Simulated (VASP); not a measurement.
# GaGe (F-43m) in VASP: settings compared

The runs below take GaGe through relaxation of cell and atoms, single point, with PBEsol, PBE, r2SCAN.

All numbers are computed with VASP 6.6.1; they aren't measurements. Logs are shortened: lines on timing, memory, paths and dates and some standing lists are left out, and cuts for length are marked.

### Step 1. Starting point

It takes space group F-43m (No. 216, cubic). The conventional cell has a = 5.796 Å, b = 5.796 Å, c = 5.796 Å, α = 90.00°, β = 90.00°, γ = 90.00°. Ge (site symmetry -43m) has 4 Ga at 2.51 Å as nearest neighbours. Around Ga (site symmetry -43m) lie 4 Ge at 2.51 Å.

The cell comes from a database or a generator and needn't be the stable form of this composition.

### Step 2. Relaxation of cell and atoms, PBEsol

Input file INCAR:

```
SYSTEM = GaGe
PREC = Accurate ; ENCUT = 600
EDIFF = 1E-6 ; ISMEAR = -1
SIGMA = 0.05 ; LREAL = .False.
LASPH = .True. ; NELM = 80
ALGO = Normal ; ISIF = 3
LWAVE = .False. ; LCHARG = .False.
GGA = PS ; IBRION = 2
NSW = 60 ; EDIFFG = -0.02
```

Input file KPOINTS:

```
regular mesh
0
Gamma
  8 8 8
  0 0 0
```

Input file POSCAR:

```
GaGe
1.0
    0.0000000000      2.8978440000      2.8978440000
    2.8978440000      0.0000000000      2.8978440000
    2.8978440000      2.8978440000      0.0000000000
Ge Ga
1 1
Direct
    0.0000000000      0.0000000000      0.0000000000
    0.2500000000      0.2500000000      0.2500000000
```

Potentials or basis: VASP PAW PBE potentials, release 64 (Ge_d, Ga_d).

Started as:

```
$ cat potpaw_PBE.64/Ge_d/POTCAR potpaw_PBE.64/Ga_d/POTCAR > POTCAR
$ mpirun -np 1 vasp_std > vasp.out
```

OUTCAR:

```text
SYSTEM = GaGe
   PREC = Accurate
   ENCUT = 600
   EDIFF = 1E-6
   ISMEAR = -1
   LREAL = .False.
   LASPH = .True.
   NELM = 80
   ISIF = 3
   GGA = PS
   IBRION = 2
   NSW = 60
   EDIFFG = -0.02

 ion  position               nearest neighbor table
   1  0.000  0.000  0.000-   2 2.51   2 2.51   2 2.51   2 2.51
   2  0.250  0.250  0.250-   1 2.51   1 2.51   1 2.51   1 2.51

  LATTYP: Found a face centered cubic cell.
 ALAT       =     5.7956880000

  Lattice vectors:

 A1 = (   0.0000000000,   2.8978440000,   2.8978440000)
 A2 = (   2.8978440000,   0.0000000000,   2.8978440000)
 A3 = (   2.8978440000,   2.8978440000,   0.0000000000)

Analysis of symmetry for initial positions (statically):
=====================================================================
 Subroutine PRICEL returns:
 Original cell was already a primitive cell.

 Routine SETGRP: Setting up the symmetry group for a
 face centered cubic supercell.

 Subroutine GETGRP returns: Found 24 space group operations
 (whereof 24 operations were pure point group operations)
 out of a pool of 48 trial point group operations.

The static configuration has the point symmetry T_d .

Analysis of symmetry for dynamics (positions and initial velocities):
=====================================================================
 Subroutine PRICEL returns:
 Original cell was already a primitive cell.

 Routine SETGRP: Setting up the symmetry group for a
 face centered cubic supercell.

 Subroutine GETGRP returns: Found 24 space group operations
 (whereof 24 operations were pure point group operations)
 out of a pool of 48 trial point group operations.

The dynamic configuration has the point symmetry T_d .

 Subroutine INISYM returns: Found 24 space group operations
 (whereof 24 operations are pure point group operations),
 and found     1 'primitive' translations

----------------------------------------------------------------------------------------

                                     Primitive cell

  volume of cell :      48.6693

  direct lattice vectors                    reciprocal lattice vectors
     0.000000000  2.897844000  2.897844000    -0.172542069  0.172542069  0.172542069
     2.897844000  0.000000000  2.897844000     0.172542069 -0.172542069  0.172542069
[... 95 lines left out ...]
   PSTRESS=    0.0 pullay stress
   NELECT =      27.0000    total number of electrons
   NUPDOWN=      -1.0000    fix difference up-down
   EMIN   =  10.00;   EMAX   =-10.00  energy-range for DOS
   EFERMI =   0.00;   METHOD = LEGACY
   ISMEAR =    -1;   SIGMA  =   0.05  broadening in eV -4-tet -1-fermi 0-gaus
   EFERMI_NEDOS =   21; number of points for ismear=-14 and -15
   IALGO  =     38    algorithm
   IMIX   =      4    mixing-type and parameters
     AMIX     =   0.40;   BMIX     =  1.00
     AMIX_MAG =   1.60;   BMIX_MAG =  1.00
  volume/ion in A,a.u.               =      24.33       164.22
  Fermi-wavevector in a.u.,A,eV,Ry     =   1.345172  2.542006 24.619567  1.809487
  Thomas-Fermi vector in A             =   2.473106
   LORBIT       =      0    0 simple, 1 ext, 2 COOP (PROOUT), +10 PAW based schemes
   GGA     = PS    functional components
   LHFCALC =     F    Hartree Fock is set to
   AEXX    =    0.0000 exact exchange contribution
   IVDW    =     0    specifies the selected vdW correction
   LEPSILON=     F    determine dielectric tensor
   LRPA    =     F    only Hartree local field effects (RPA)
 conjugate gradient relaxation of ions
 non-spin polarized calculation
  energy-cutoff  :      600.00
  volume of cell :       48.67
 maximum number of plane-waves:      1639
 NGX is ok and might be reduce to    36
   NGX = 17   NGY = 17   NGZ = 17

--------------------------------------- Ionic step        1  -------------------------------------------

 number of electron      27.0000007 magnetization

 Free energy of the ion-electron system (eV)
  ---------------------------------------------------
  ext. energy  EPLUGINS =         0.00000000
  ---------------------------------------------------
  free energy    TOTEN  =        -7.89969645 eV

  energy without entropy =       -7.89117906  energy(sigma->0) =       -7.89543776

------------------------ aborting loop because EDIFF is reached ----------------------------------------

  FORCE on cell =-STRESS in cart. coord.  units (eV):
  Direction    XX          YY          ZZ          XY          YZ          ZX
  --------------------------------------------------------------------------------------
  -------------------------------------------------------------------------------------
  Total       -0.7371859     -0.7371859     -0.7371859      0.0000000      0.0000000      0.0000000
  in kB      -24.2679226    -24.2679226    -24.2679226      0.0000000      0.0000000      0.0000000
  external PRESSURE =     -24.2679226 kB  Pullay stress =       0.0000000 kB
[... 95 lines left out ...]
--------------------------------------- Ionic step        4  -------------------------------------------

 number of electron      26.9999997 magnetization

 Free energy of the ion-electron system (eV)
  ---------------------------------------------------
  ext. energy  EPLUGINS =         0.00000000
  ---------------------------------------------------
  free energy    TOTEN  =        -7.91754494 eV

  energy without entropy =       -7.90918472  energy(sigma->0) =       -7.91336483

 E-fermi :   3.2479     XC(G=0):  -9.9428

 val. band max:        3.0242608804   @ k =   0.1250   0.1250   0.0000
 cond. band min:       3.2800753019   @ k =  -0.1250   0.1250   0.0000
 fundamental gap:      0.2558144215
 Fermi energy:         3.2479250784

 k-point     1 :       0.0000    0.0000    0.0000
  band No.  band energies     occupation
      1     -20.6262      2.00000
      2     -20.6262      2.00000
      3     -20.6262      2.00000
      4     -20.6035      2.00000
      5     -20.6035      2.00000
      6     -11.0764      2.00000
[... 457 lines left out ...]
      4     -20.6033      2.00000
      5     -20.6017      2.00000
      6     -11.1145      2.00000
[... 9 lines left out ...]
     16       8.1994      0.00000
     17      10.7816      0.00000

 [... further k-points ...]

------------------------ aborting loop because EDIFF is reached ----------------------------------------

  FORCE on cell =-STRESS in cart. coord.  units (eV):
  Direction    XX          YY          ZZ          XY          YZ          ZX
  --------------------------------------------------------------------------------------
  -------------------------------------------------------------------------------------
  Total       -0.0202782     -0.0202782     -0.0202782     -0.0000000      0.0000000      0.0000000
  in kB       -0.6976575     -0.6976575     -0.6976575     -0.0000000      0.0000000      0.0000000
  external PRESSURE =      -0.6976575 kB  Pullay stress =       0.0000000 kB
[... 17 lines left out ...]
  FREE ENERGIE OF THE ION-ELECTRON SYSTEM (eV)
  ---------------------------------------------------
  free  energy   TOTEN  =        -7.9175449406 eV

  energy  without entropy=       -7.9091847232  energy(sigma->0) =       -7.91336483

 reached required accuracy - stopping structural energy minimisation
```

Wall time 44 s (1 thread of Intel Xeon Platinum 8488C (Sapphire Rapids), shared host); peak memory 0.22 GiB.

Results:

* Free energy: -7.9175 eV
* Relaxed volume: 23.28 Å³/atom
* Relaxed cell: a = 4.038 Å, b = 4.038 Å, c = 4.038 Å, α = 60.00°, β = 60.00°, γ = 60.00°
* Space group after relaxing (to 0.05 Å): F-43m (No. 216)
* Energy gained by relaxing: 8.9 meV/atom
* Ionic steps: 4
* Pressure after relaxing: -0.1 GPa
* Band gap on the k mesh: none (metal or under the smearing width)

The path:
```
step  energy change (eV)  largest force (eV/Å)  pressure (GPa)  volume (Å³)
   1              0.0000                0.0000           -2.43        48.67
   2             -0.0177                0.0000            0.36        46.12
   3             -0.0180                0.0000            0.20        46.40
   4             -0.0178                0.0000           -0.07        46.57
```

Final structure:
```cif
data_structure
_symmetry_space_group_name_H-M 'P 1'
_symmetry_Int_Tables_number 1
_cell_length_a 4.0384
_cell_length_b 4.0384
_cell_length_c 4.0384
_cell_angle_alpha 60.000
_cell_angle_beta 60.000
_cell_angle_gamma 60.000
_cell_volume 46.57
loop_
_atom_site_label
_atom_site_type_symbol
_atom_site_fract_x
_atom_site_fract_y
_atom_site_fract_z
_atom_site_occupancy
Ge1 Ge 0.00000 0.00000 0.00000 1
Ga1 Ga 0.25000 0.25000 0.25000 1
```

Levels at points of the mesh, in eV from the Fermi level:
```
           k point  band 11  band 12  band 13  band 14  band 15  band 16  band 17
(0.00, 0.00, 0.00)   -10.79     1.79     1.79     1.79     2.48     4.46     4.46
(0.50, 0.00, 0.00)    -8.70    -5.53     0.41     0.41     2.24     5.43     5.43
(0.50, 0.50, 0.00)    -7.58    -5.93    -1.32    -1.32     2.28     2.42    11.44
```

Caveat: the PAW data sets were made with another functional, which shifts forces and pressure a little.

### Step 3. Single point, PBE

Input file INCAR:

```
SYSTEM = GaGe
ALGO = Normal
EDIFF = 1E-6
ENCUT = 500
GGA = PE
ISIF = 2
ISMEAR = 0
LASPH = .TRUE.
LCHARG = .TRUE.
LELF = .TRUE.
LREAL = .FALSE.
LVHAR = .TRUE.
LWAVE = .FALSE.
NBANDS = 20
NELM = 80
PREC = Accurate
SIGMA = 0.02
```

Input file KPOINTS:

```
k-points
0
G
  5 5 5
  0 0 0
```

POSCAR is that of step 2.

Potentials or basis: VASP PAW PBE potentials, release 64 (Ge_d_GW, Ga_d_GW).

Started as:

```
$ cat potpaw_PBE.64/Ge_d_GW/POTCAR potpaw_PBE.64/Ga_d_GW/POTCAR > POTCAR
$ mpirun -np 1 vasp_std > vasp.out
```

Wall time 19 s (1 thread of Intel Xeon Platinum 8259CL at 2.50GHz (Skylake/Cascade Lake), shared host); peak memory 0.16 GiB.

The run converged. Its results:

```
Free energy            : -7.1295 eV
Pressure               : -0.7 GPa
Band gap on the k mesh : none (metal or under the smearing width)
```

Levels at points of the mesh, in eV from the Fermi level:
| k point | band 9 | band 10 | band 11 | band 12 | band 13 | band 14 | band 15 | band 16 | band 17 | band 18 |
| --- | --- | --- | --- | --- | --- | --- | --- | --- | --- | --- |
| (0.00, 0.00, 0.00) | -14.19 | -14.19 | -10.44 | 1.78 | 1.78 | 1.78 | 2.16 | 4.46 | 4.46 | 4.46 |

Caveat: the k mesh is coarse (spacing up to 0.38 Å⁻¹), so the values aren't converged; the cutoff is under 1.25 times the usual one of these potentials, so pressure, stress and relaxed cells hold a basis-set (Pulay) error.

### Step 4. Single point, r2SCAN

Input file INCAR:

```
SYSTEM = GaGe
PREC = Accurate ; ENCUT = 900
EDIFF = 1E-8 ; ISMEAR = -1
SIGMA = 0.05 ; LREAL = .False.
LASPH = .True. ; NELM = 100
ALGO = Normal ; ISIF = 2
LWAVE = .False. ; LCHARG = .False.
METAGGA = R2SCAN ; LMIXTAU = .True.
NBANDS = 10 ; ADDGRID = .False.
```

Input file KPOINTS:

```
regular mesh
0
Gamma
  19 19 19
  0 0 0
```

POSCAR is that of step 3.

Potentials or basis: VASP PAW PBE potentials, release 64 (Ge, Ga).

Started as:

```
$ cat potpaw_PBE.64/Ge/POTCAR potpaw_PBE.64/Ga/POTCAR > POTCAR
$ mpirun -np 1 vasp_std > vasp.out
```

OUTCAR:

```text
SYSTEM = GaGe
   PREC = Accurate
   ENCUT = 900
   EDIFF = 1E-8
   ISMEAR = -1
   LREAL = .False.
   LASPH = .True.
   NELM = 100
   ISIF = 2
   METAGGA = R2SCAN

 ion  position               nearest neighbor table
   1  0.000  0.000  0.000-   2 2.51   2 2.51   2 2.51   2 2.51
   2  0.250  0.250  0.250-   1 2.51   1 2.51   1 2.51   1 2.51

  LATTYP: Found a face centered cubic cell.
 ALAT       =     5.7956880000

  Lattice vectors:

 A1 = (   0.0000000000,   2.8978440000,   2.8978440000)
 A2 = (   2.8978440000,   0.0000000000,   2.8978440000)
 A3 = (   2.8978440000,   2.8978440000,   0.0000000000)

Analysis of symmetry for initial positions (statically):
=====================================================================
 Subroutine PRICEL returns:
 Original cell was already a primitive cell.

 Routine SETGRP: Setting up the symmetry group for a
 face centered cubic supercell.

 Subroutine GETGRP returns: Found 24 space group operations
 (whereof 24 operations were pure point group operations)
 out of a pool of 48 trial point group operations.

The static configuration has the point symmetry T_d .
[... 169 lines left out ...]
  band No.  band energies     occupation
      1      -9.8056      2.00000
      2       2.9128      0.00000
      3       2.9128      0.00000
      4       2.9128      0.00000
      5       3.7660      0.00000
      6       5.7985      0.00000
      7       5.7985      0.00000
      8       5.7985      0.00000
      9       9.6037      0.00000
     10      12.2570      0.00000
[... 287 lines left out ...]
 k-point    24 :      -0.2632    0.0526    0.0000
  band No.  band energies     occupation
      1      -8.8715      2.00000
      2      -2.0671      2.00000
      3       1.4650      0.00267
      4       2.0869      0.00000
      5       4.2825      0.00000
      6       6.7496      0.00000
      7       7.0229      0.00000
      8       9.1874      0.00000
      9      10.8903      0.00000
     10      11.0691      0.00000

 [... further k-points ...]

------------------------ aborting loop because EDIFF is reached ----------------------------------------

  FORCE on cell =-STRESS in cart. coord.  units (eV):
  Direction    XX          YY          ZZ          XY          YZ          ZX
  --------------------------------------------------------------------------------------
  -------------------------------------------------------------------------------------
  Total       -0.6685220     -0.6685220     -0.6685220     -0.0000000     -0.0000000     -0.0000000
  in kB      -22.0075300    -22.0075300    -22.0075300     -0.0000000     -0.0000000     -0.0000000
  external PRESSURE =     -22.0075300 kB  Pullay stress =       0.0000000 kB

 VOLUME and BASIS-vectors are now :
 -----------------------------------------------------------------------------
  energy-cutoff  :      900.00
  volume of cell :       48.67
      direct lattice vectors                 reciprocal lattice vectors
     0.000000000  2.897844000  2.897844000    -0.172542069  0.172542069  0.172542069
     2.897844000  0.000000000  2.897844000     0.172542069 -0.172542069  0.172542069
     2.897844000  2.897844000  0.000000000     0.172542069  0.172542069 -0.172542069

 POSITION                                       TOTAL-FORCE (eV/Angst)
 -----------------------------------------------------------------------------------
      0.00000      0.00000      0.00000        -0.000000     -0.000000      0.000000
      1.44892      1.44892      1.44892         0.000000      0.000000     -0.000000
 -----------------------------------------------------------------------------------
    total drift:                                0.000000      0.000000      0.000000

  FREE ENERGIE OF THE ION-ELECTRON SYSTEM (eV)
  ---------------------------------------------------
  free  energy   TOTEN  =       -24.9228200804 eV

  energy  without entropy=      -24.9130159405  energy(sigma->0) =      -24.91791801
```

Wall time 10 min (1 thread of Intel Xeon Platinum 8488C (Sapphire Rapids), shared host); peak memory 0.49 GiB.

Results:

```yaml
Free_energy: -24.9228 eV
Pressure: -2.2 GPa
Band_gap_on_the_k_mesh: none (metal or under the smearing width)
```

Levels at points of the mesh, in eV from the Fermi level:
```tsv
k point	band 1	band 2	band 3	band 4	band 5	band 6	band 7	band 8	band 9
(0.00, 0.00, 0.00)	-10.94	1.78	1.78	1.78	2.63	4.66	4.66	4.66	8.47
```

Caveat: the PAW data sets were made with another functional, which shifts forces and pressure a little.

### Step 5. Single point, r2SCAN

Input file INCAR:

```
SYSTEM = GaGe
PREC = Accurate ; ENCUT = 300
EDIFF = 1E-6 ; ISMEAR = -1
SIGMA = 0.1 ; LREAL = .False.
LASPH = .True. ; NELM = 100
ALGO = Normal ; ISIF = 2
LWAVE = .False. ; LCHARG = .False.
METAGGA = R2SCAN ; LMIXTAU = .True.
NBANDS = 10 ; ADDGRID = .False.
```

Input file KPOINTS:

```
regular mesh
0
Gamma
  3 3 3
  0 0 0
```

POSCAR is that of step 4.

Started as:

```
$ cat potpaw_PBE.64/Ge/POTCAR potpaw_PBE.64/Ga/POTCAR > POTCAR
$ mpirun -np 1 vasp_std > vasp.out
```

Wall time 10 s (1 thread of Intel Xeon Platinum 8488C (Sapphire Rapids), shared host); peak memory 0.13 GiB.

These settings aren't checked as converged: the numbers below hold their error.

Results:

| Item | Value |
| --- | --- |
| Free energy | -24.6562 eV |
| Pressure | -2.3 GPa |
| Band gap on the k mesh | none (metal or under the smearing width) |

Caveat: the k mesh is coarse (spacing up to 0.63 Å⁻¹), so the values aren't converged; the PAW data sets were made with another functional, which shifts forces and pressure a little.

### Step 6. Summary

```tsv
task	level	potentials or basis	cell	k mesh	cutoff (eV)	smearing	ladder	mesh quality	gap on the mesh (eV)	pressure (GPa)
relaxation of cell and atoms	PBEsol	VASP PAW PBE potentials, release 64 (Ge_d, Ga_d)	relaxed	8 × 8 × 8	600	fermi-dirac 0.05 eV	gaps	not flagged	none	-0.1
single point	PBE	VASP PAW PBE potentials, release 64 (Ge_d_GW, Ga_d_GW)	as given	5 × 5 × 5	500	gaussian 0.02 eV	-	coarse	none	-0.7
single point	r2SCAN	VASP PAW PBE potentials, release 64 (Ge, Ga)	as given	19 × 19 × 19	900	fermi-dirac 0.05 eV	-	not flagged	none	-2.2
```

Alike in all rows: no spin polarisation.

Caveats: some runs use coarse meshes; the PAW data sets were made with another functional, which shifts forces and pressure a little (some runs); the cutoff is under 1.25 times the usual one of these potentials, so pressure, stress and relaxed cells hold a basis-set (Pulay) error (some runs).

Total energies depend on the potentials used, so only differences within one code and one set of settings carry meaning.
